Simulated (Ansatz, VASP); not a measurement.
# Cross-check of ScAl3 between VASP and Ansatz, part 2 of 2

Aim: how closely do two programs agree when they are given the same cell, functional and k mesh? The cell is taken from a series of runs on this material, whose earlier steps may have relaxed, scaled, displaced or heated it; both programs get it as it stands.

VASP 6.6.1 and Ansatz 0.2.0.

So far: Set-up; Ansatz: zone-centre phonons, PBEsol.

## 3. VASP: zone-centre phonons, PBEsol

Level of this step: PBEsol; plane waves and PAW (Sc_sv, Al) (VASP).

The same cell, functional, mesh and smearing now go to VASP, with its own data sets.

Lines of VASP's logs that name or quote its potential files are left out, and so is its time.

File INCAR:

```
SYSTEM = ScAl3
PREC = Accurate
ENCUT = 500
EDIFF = 1E-08
NELM = 120
ISMEAR = 1
SIGMA = 0.2
LREAL = .FALSE.
ALGO = Normal
GGA = PS
NBANDS = 16
LASPH = .TRUE.
LORBIT = 11
LWAVE = .FALSE.
LCHARG = .FALSE.
ISIF = 2
IBRION = 8
GGA_COMPAT = .FALSE.
KPAR = 2
```

File POSCAR:

```
ScAl3
1.0
    4.0709720515      0.0000000000      0.0000000000
    0.0000000000      4.0709720515      0.0000000000
    0.0000000000      0.0000000000      4.0709720515
Sc Al
1 3
Direct
    0.0000000000      0.0000000000      0.0000000000
    0.5000000000      0.0000000000      0.5000000000
    0.0000000000      0.5000000000      0.5000000000
    0.5000000000      0.5000000000      0.0000000000
```

File KPOINTS:

```
Automatic mesh
0
Gamma
10 10 10
0 0 0
```

The projector-augmented-wave data sets are Sc_sv and Al (PBE family, release 64).

Started as:

```bash
$ mpirun -np 2 vasp_std
```

Numbers of over 12 decimals in the logs are rounded to 6 here.

The program printed:

```text
[banner, memory and clock lines left out]
running    2 mpi-ranks, on    1 nodes
 distrk:  each k-point on    1 cores,    2 groups
 distr:  one band on    1 cores,    1 groups

 POSCAR found type information on POSCAR ScAl
 POSCAR found :  2 types and       4 ions
|                                                                             |
|               ----> ADVICE to this user running VASP <----                  |
|                                                                             |
|     You enforced a specific xc type in the INCAR file but a different       |
|     [... a line on the potential file left out ...]
|     I HOPE YOU KNOW WHAT YOU ARE DOING!                                     |
|                                                                             |

 LDA part: xc-table for (Slater+PW92), standard interpolation
 POSCAR, INCAR and KPOINTS ok, starting setup
 FFT: planning ... GRIDC
 FFT: planning ... GRID_SOFT
 FFT: planning ... GRID
 WAVECAR not read
 entering main loop
       N       E                     dE             d eps       ncg     rms          rms(c)
DAV:   1     0.103080494948E+03    0.10308E+03   -0.81934E+03  1800   0.110E+03
DAV:   2    -0.167746263750E+02   -0.11986E+03   -0.11772E+03  1816   0.310E+02
DAV:   3    -0.217269381681E+02   -0.49523E+01   -0.48610E+01  2824   0.581E+01
DAV:   4    -0.218073588791E+02   -0.80421E-01   -0.80385E-01  2344   0.779E+00
DAV:   5    -0.218100448011E+02   -0.26859E-02   -0.26858E-02  2744   0.130E+00    0.943E+00
DAV:   6    -0.208473245183E+02    0.96272E+00   -0.43805E+00  2928   0.227E+01    0.338E+00
DAV:   7    -0.207893550841E+02    0.57969E-01   -0.10885E-01  2312   0.252E+00    0.190E+00
DAV:   8    -0.207626950194E+02    0.26660E-01   -0.39255E-02  2920   0.160E+00    0.257E-01
DAV:   9    -0.207622444852E+02    0.45053E-03   -0.34652E-03  2296   0.671E-01    0.134E-01
DAV:  10    -0.207621548074E+02    0.89678E-04   -0.31230E-04  3008   0.193E-01    0.845E-02
DAV:  11    -0.207621616171E+02   -0.68097E-05   -0.37994E-05  2912   0.435E-02    0.575E-02
DAV:  12    -0.207621461621E+02    0.15455E-04   -0.11185E-04  2976   0.114E-01    0.352E-03
DAV:  13    -0.207621460228E+02    0.13928E-06   -0.34847E-06  2784   0.195E-02    0.193E-03
DAV:  14    -0.207621460369E+02   -0.14121E-07   -0.14705E-07  2784   0.395E-03    0.111E-03
DAV:  15    -0.207621460721E+02   -0.35165E-07   -0.18193E-08  1864   0.122E-03    0.878E-05
DAV:  16    -0.207621460693E+02    0.28290E-08   -0.22942E-09  1328   0.665E-04
   1 F= -.20762146E+02 E0= -.20762706E+02  d E =0.168010E-02
 Linear response reoptimize wavefunctions to high precision
DAV:   1    -0.207621460658E+02    0.34308E-08   -0.13298E-09  1512   0.319E-04
DAV:   2    -0.207621460659E+02   -0.44338E-10   -0.33079E-10  1232   0.216E-04
 Linear response DOF=           3
 Linear response progress:
  Degree of freedom:   1/  3
       N       E                     dE             d eps       ncg     rms          rms(c)
RMM:   1    -0.763806303932E+00   -0.76381E+00   -0.66910E+01  4232   0.171E+02
RMM:   2    -0.759953716427E+00    0.38526E-02   -0.16689E-01  5895   0.398E+00    0.123E-01
RMM:   3    -0.759922620471E+00    0.31096E-04   -0.17513E-02  6700   0.964E-01    0.439E-02
RMM:   4    -0.759050070179E+00    0.87255E-03   -0.13542E-03  7365   0.272E-01    0.225E-02
RMM:   5    -0.758865473489E+00    0.18460E-03   -0.18891E-04  7876   0.872E-02    0.892E-03
RMM:   6    -0.758911361813E+00   -0.45888E-04   -0.14956E-05  7600   0.313E-02    0.426E-03
RMM:   7    -0.758941028194E+00   -0.29666E-04   -0.29181E-06  7899   0.118E-02    0.915E-04
RMM:   8    -0.758953022065E+00   -0.11994E-04   -0.56325E-07  8118   0.400E-03    0.250E-04
RMM:   9    -0.758958257553E+00   -0.52355E-05   -0.17618E-07  7679   0.165E-03    0.130E-04
RMM:  10    -0.758961615388E+00   -0.33578E-05   -0.43815E-08  7289   0.863E-04    0.214E-05
RMM:  11    -0.758961738459E+00   -0.12307E-06   -0.34845E-08  8341   0.358E-04    0.162E-05
RMM:  12    -0.758962052449E+00   -0.31399E-06   -0.67400E-09  7690   0.181E-04    0.264E-06
RMM:  13    -0.758961997899E+00    0.54550E-07   -0.11264E-08  8319   0.111E-04    0.338E-06
RMM:  14    -0.758962038223E+00   -0.40325E-07   -0.40573E-09  7144   0.826E-05    0.646E-07
RMM:  15    -0.758962047350E+00   -0.91268E-08   -0.61831E-09  7673   0.627E-05    0.931E-07
 first order change of Fermi-energy   0.64085E-03
 force on displaced ion       1 direction 1 :  -9.878   0.000   0.000
 Linear response progress:
  Degree of freedom:   2/  3
       N       E                     dE             d eps       ncg     rms          rms(c)
RMM:   1    -0.839285720746E-02   -0.83929E-02    0.16705E-02 15145   0.132E+00
RMM:   2    -0.763952347977E-02    0.75333E-03   -0.60915E-04 10071   0.228E-01    0.472E-02
RMM:   3    -0.765912529691E-02   -0.19602E-04   -0.30530E-04 12021   0.106E-01    0.232E-02
RMM:   4    -0.774312442026E-02   -0.83999E-04   -0.79783E-05 12662   0.498E-02    0.934E-03
RMM:   5    -0.776313383969E-02   -0.20009E-04   -0.54909E-06 12998   0.238E-02    0.344E-03
RMM:   6    -0.776887242216E-02   -0.57386E-05   -0.56620E-07 13172   0.514E-03    0.171E-03
RMM:   7    -0.776797714979E-02    0.89527E-06   -0.68239E-08 13134   0.238E-03    0.528E-04
RMM:   8    -0.776886915212E-02   -0.89200E-06   -0.19810E-08 12445   0.912E-04    0.118E-04
RMM:   9    -0.776866975189E-02    0.19940E-06   -0.38348E-10 13424   0.386E-04    0.128E-04
RMM:  10    -0.776871803115E-02   -0.48279E-07    0.53706E-10 14080   0.121E-04    0.250E-05
RMM:  11    -0.776879341128E-02   -0.75380E-07   -0.57619E-10 11620   0.872E-05    0.153E-05
RMM:  12    -0.776880001072E-02   -0.65994E-08   -0.10529E-10 12736   0.308E-05    0.116E-05
 first order change of Fermi-energy   0.18190E-04
 force on displaced ion       2 direction 1 :  -6.550   0.000   0.000
 Linear response progress:
  Degree of freedom:   3/  3
       N       E                     dE             d eps       ncg     rms          rms(c)
RMM:   1    -0.801547674757E-02   -0.80155E-02    0.23780E-02  9372   0.699E-01
RMM:   2    -0.727502882630E-02    0.74045E-03   -0.35837E-04  6262   0.159E-01    0.427E-02
RMM:   3    -0.726559477770E-02    0.94340E-05   -0.20180E-04  6761   0.832E-02    0.209E-02
RMM:   4    -0.732594400173E-02   -0.60349E-04   -0.88478E-05  7439   0.389E-02    0.772E-03
RMM:   5    -0.732634945214E-02   -0.40545E-06   -0.45644E-06  7164   0.183E-02    0.324E-03
RMM:   6    -0.733319002633E-02   -0.68406E-05   -0.91310E-07  7496   0.653E-03    0.120E-03
RMM:   7    -0.733140259030E-02    0.17874E-05   -0.78516E-08  7567   0.231E-03    0.482E-04
RMM:   8    -0.733158046637E-02   -0.17788E-06   -0.37865E-09  7543   0.637E-04    0.123E-04
RMM:   9    -0.733178110333E-02   -0.20064E-06   -0.10558E-09  7838   0.253E-04    0.120E-04
RMM:  10    -0.733194757830E-02   -0.16647E-06   -0.59252E-10  7280   0.115E-04    0.149E-05
RMM:  11    -0.733195852406E-02   -0.10946E-07   -0.19866E-10  7951   0.438E-05    0.124E-05
RMM:  12    -0.733195526872E-02    0.32553E-08   -0.24018E-11  7660   0.182E-05    0.108E-06
 first order change of Fermi-energy   0.25378E-04
 force on displaced ion       2 direction 2 :  -0.000  -4.959   0.000
 Linear response finished
```

From OUTCAR (step 3):

```text
ion  position               nearest neighbor table
   1  0.000  0.000  0.000-   2 2.88   3 2.88   4 2.88   2 2.88   3 2.88   3 2.88   4 2.88   3 2.88
                             2 2.88   4 2.88   2 2.88   4 2.88
   2  0.500  0.000  0.500-   1 2.88   3 2.88   4 2.88   1 2.88   4 2.88   3 2.88   4 2.88   4 2.88
                             1 2.88   3 2.88   1 2.88   3 2.88
   3  0.000  0.500  0.500-   1 2.88   2 2.88   4 2.88   1 2.88   4 2.88   1 2.88   2 2.88   1 2.88
                             2 2.88   4 2.88   4 2.88   2 2.88
   4  0.500  0.500  0.000-   1 2.88   2 2.88   3 2.88   2 2.88   3 2.88   1 2.88   2 2.88   2 2.88
                             1 2.88   3 2.88   3 2.88   1 2.88

  LATTYP: Found a simple cubic cell.
 ALAT       =     4.0709720515

 Subroutine GETGRP returns: Found 48 space group operations
 (whereof 48 operations were pure point group operations)

The static configuration has the point symmetry O_h .

 Found     56 irreducible k-points:

   k-points           NKPTS =     56   k-points in BZ     NKDIM =     56   number of bands    NBANDS=     16

   dimension x,y,z NGX =    30 NGY =   30 NGZ =   30
   dimension x,y,z NGXF=    60 NGYF=   60 NGZF=   60

   ENCUT  =  500.0 eV  36.75 Ry    6.06 a.u.   7.42  7.42  7.42*2*pi/ulx,y,z

   NELECT =      20.0000    total number of electrons

 k-points in reciprocal lattice and weights: Automatic mesh
   0.00000000  0.00000000  0.00000000       0.001
   0.10000000  0.00000000  0.00000000       0.006
   0.20000000  0.00000000  0.00000000       0.006
   0.30000000  0.00000000  0.00000000       0.006
   0.40000000  0.00000000  0.00000000       0.006
   0.50000000  0.00000000  0.00000000       0.003
   0.10000000  0.10000000  0.00000000       0.012
   0.20000000  0.10000000  0.00000000       0.024
   0.30000000  0.10000000  0.00000000       0.024
[...]
0.50000000  0.50000000  0.40000000       0.006
   0.50000000  0.50000000  0.50000000       0.001

 average (electrostatic) potential at core
       1 -42.8306       2 -72.7010       3 -72.7010       4 -72.7010

  Total        0.0506925      0.0506925      0.0506925      0.0000000      0.0000000      0.0000000
  in kB        1.2038160      1.2038160      1.2038160      0.0000000      0.0000000      0.0000000
  external PRESSURE =       1.2038160 kB  Pullay stress =       0.0000000 kB

  energy-cutoff  :      500.00
  volume of cell :       67.47
      direct lattice vectors                 reciprocal lattice vectors
     4.070972052  0.000000000  0.000000000     0.245641578  0.000000000  0.000000000
     0.000000000  4.070972052  0.000000000     0.000000000  0.245641578  0.000000000
     0.000000000  0.000000000  4.070972052     0.000000000  0.000000000  0.245641578

 POSITION                                       TOTAL-FORCE (eV/Angst)
 -----------------------------------------------------------------------------------
      0.00000      0.00000      0.00000         0.000000      0.000000      0.000000
      2.03549      0.00000      2.03549         0.000000      0.000000      0.000000
      0.00000      2.03549      2.03549         0.000000      0.000000      0.000000
      2.03549      2.03549      0.00000         0.000000      0.000000      0.000000
 -----------------------------------------------------------------------------------
    total drift:                                0.000000     -0.000000      0.000000

 Eigenvectors and eigenvalues of the dynamical matrix
 ----------------------------------------------------

   1 f  =   10.133376 THz    63.669879 2PiTHz  338.013039 cm-1    41.908257 meV
             X         Y         Z           dx          dy          dz
      0.000000  0.000000  0.000000     0.138923   -0.570433   -0.218781
      2.035486  0.000000  2.035486    -0.116278   -0.218161    0.183119
      0.000000  2.035486  2.035486     0.053131    0.477450    0.183119
      2.035486  2.035486  0.000000    -0.116278    0.477450   -0.083672

   2 f  =   10.133376 THz    63.669879 2PiTHz  338.013039 cm-1    41.908257 meV
             X         Y         Z           dx          dy          dz
      0.000000  0.000000  0.000000    -0.535405   -0.005600   -0.325376
      2.035486  0.000000  2.035486     0.448131   -0.002142    0.272338
      0.000000  2.035486  2.035486    -0.204764    0.004687    0.272338
      2.035486  2.035486  0.000000     0.448131    0.004687   -0.124439

   3 f  =   10.133376 THz    63.669879 2PiTHz  338.013039 cm-1    41.908257 meV
             X         Y         Z           dx          dy          dz
      0.000000  0.000000  0.000000    -0.294280   -0.259101    0.488697
      2.035486  0.000000  2.035486     0.246311   -0.099093   -0.409037
      0.000000  2.035486  2.035486    -0.112547    0.216867   -0.409037
      2.035486  2.035486  0.000000     0.246311    0.216867    0.186901

   4 f  =    7.812017 THz    49.084351 2PiTHz  260.580841 cm-1    32.307892 meV
             X         Y         Z           dx          dy          dz
      0.000000  0.000000  0.000000    -0.000000    0.000000    0.000000
      2.035486  0.000000  2.035486     0.413679    0.000000    0.423216
      0.000000  2.035486  2.035486    -0.000000   -0.386985   -0.423216
      2.035486  2.035486  0.000000    -0.413679    0.386985   -0.000000

   5 f  =    7.812017 THz    49.084351 2PiTHz  260.580841 cm-1    32.307892 meV
             X         Y         Z           dx          dy          dz
      0.000000  0.000000  0.000000    -0.000000   -0.000000   -0.000000
      2.035486  0.000000  2.035486    -0.552696    0.000000    0.166958
      0.000000  2.035486  2.035486     0.000000   -0.408231   -0.166958
      2.035486  2.035486  0.000000     0.552696    0.408231    0.000000

   6 f  =    7.812017 THz    49.084351 2PiTHz  260.580841 cm-1    32.307892 meV
             X         Y         Z           dx          dy          dz
      0.000000  0.000000  0.000000     0.000000   -0.000000    0.000000
      2.035486  0.000000  2.035486     0.152961    0.000000   -0.541307
      0.000000  2.035486  2.035486    -0.000000   -0.428474    0.541307
      2.035486  2.035486  0.000000    -0.152961    0.428474   -0.000000

   7 f  =    7.319273 THz    45.988346 2PiTHz  244.144654 cm-1    30.270066 meV
             X         Y         Z           dx          dy          dz
      0.000000  0.000000  0.000000     0.465340   -0.181588   -0.022055
      2.035486  0.000000  2.035486     0.096502    0.309976   -0.004574
      0.000000  2.035486  2.035486    -0.794350   -0.037658   -0.004574
      2.035486  2.035486  0.000000     0.096502   -0.037658    0.037648

   8 f  =    7.319273 THz    45.988346 2PiTHz  244.144654 cm-1    30.270066 meV
             X         Y         Z           dx          dy          dz
      0.000000  0.000000  0.000000    -0.020466    0.008223   -0.499515
      2.035486  0.000000  2.035486    -0.004244   -0.014037   -0.103589
      0.000000  2.035486  2.035486     0.034936    0.001705   -0.103589
      2.035486  2.035486  0.000000    -0.004244    0.001705    0.852688

   9 f  =    7.319273 THz    45.988346 2PiTHz  244.144654 cm-1    30.270066 meV
             X         Y         Z           dx          dy          dz
      0.000000  0.000000  0.000000    -0.181774   -0.465790   -0.000220
      2.035486  0.000000  2.035486    -0.037696    0.795118   -0.000046
      0.000000  2.035486  2.035486     0.310293   -0.096595   -0.000046
      2.035486  2.035486  0.000000    -0.037696   -0.096595    0.000376

  10 f/i=    0.003260 THz     0.020485 2PiTHz    0.108750 cm-1     0.013483 meV
             X         Y         Z           dx          dy          dz
      0.000000  0.000000  0.000000    -0.032279    0.058834    0.594084
      2.035486  0.000000  2.035486    -0.024990    0.045533    0.459932
      0.000000  2.035486  2.035486    -0.024982    0.045549    0.459932
      2.035486  2.035486  0.000000    -0.024990    0.045549    0.459772

  11 f/i=    0.003260 THz     0.020485 2PiTHz    0.108750 cm-1     0.013483 meV
             X         Y         Z           dx          dy          dz
      0.000000  0.000000  0.000000    -0.529006   -0.278551   -0.001158
      2.035486  0.000000  2.035486    -0.409550   -0.215575   -0.000896
      0.000000  2.035486  2.035486    -0.409407   -0.215650   -0.000896
      2.035486  2.035486  0.000000    -0.409550   -0.215650   -0.000896

  12 f/i=    0.003260 THz     0.020485 2PiTHz    0.108750 cm-1     0.013483 meV
             X         Y         Z           dx          dy          dz
      0.000000  0.000000  0.000000    -0.276676    0.525725   -0.067098
      2.035486  0.000000  2.035486    -0.214199    0.406868   -0.051946
      0.000000  2.035486  2.035486    -0.214125    0.407010   -0.051946
      2.035486  2.035486  0.000000    -0.214199    0.407010   -0.051928

 ELASTIC MODULI CONTR FROM IONIC RELAXATION (kBar)
 Direction    XX          YY          ZZ          XY          YZ          ZX
 --------------------------------------------------------------------------------
 XX           0.0000      0.0000      0.0000      0.0000      0.0000      0.0000
 YY           0.0000      0.0000      0.0000      0.0000      0.0000      0.0000
 ZZ           0.0000      0.0000      0.0000      0.0000      0.0000      0.0000
 XY           0.0000      0.0000      0.0000      0.0000      0.0000      0.0000
 YZ           0.0000      0.0000      0.0000      0.0000      0.0000      0.0000
 ZX           0.0000      0.0000      0.0000      0.0000      0.0000      0.0000
 --------------------------------------------------------------------------------
```

Energies printed during the response cycles are not total energies of the cell.

## 4. Side by side

Known differences besides the potentials themselves: VASP's run holds the zone centre alone; the cutoff is 420 eV in Ansatz and 500 eV in VASP; Ansatz makes its cores anew for this functional, VASP keeps those of its PBE data sets. Total energies have different zeros and are not compared.

Both answers:

| quantity | Ansatz | VASP | difference |
| --- | --- | --- | --- |
| optical mode 1 to 3 (cm⁻¹) | 243.8 | 244.1 | -0.16 % |
| optical mode 4 to 6 (cm⁻¹) | 259.8 | 260.6 | -0.30 % |
| optical mode 7 to 9 (cm⁻¹) | 337.1 | 338.0 | -0.28 % |

Modes are paired by rising frequency, not by their patterns, so a pair may set unlike modes beside each other; they are those without the splitting of longitudinal modes.

## 5. Results

```yaml
r_m_s_difference_of_the_optical_zone_centre_modes_each_program_s_sorted_by_frequency_zone_centre_phonons_pbesol: 0.74 cm⁻¹
```

The r.m.s. difference of the optical zone-centre modes, each program's sorted by frequency is 0.74 cm⁻¹ (zone-centre phonons, PBEsol). Such differences can come from data sets, numerical settings and the points named under the comparisons, not from the functional's error against experiment.

[Lines on the potential files, build, host, timing and source positions are cut from VASP's logs without a mark.]

[Logs are printed without paths, hosts, clocks, repeated set-up lines and the standing remarks that a program may print on its own settings, such as how far it seeks lower states.]

[Hosts, paths, dates, database ids (printed as entryN), source tags and the programs' standing remarks are cut or masked in the printed files.]
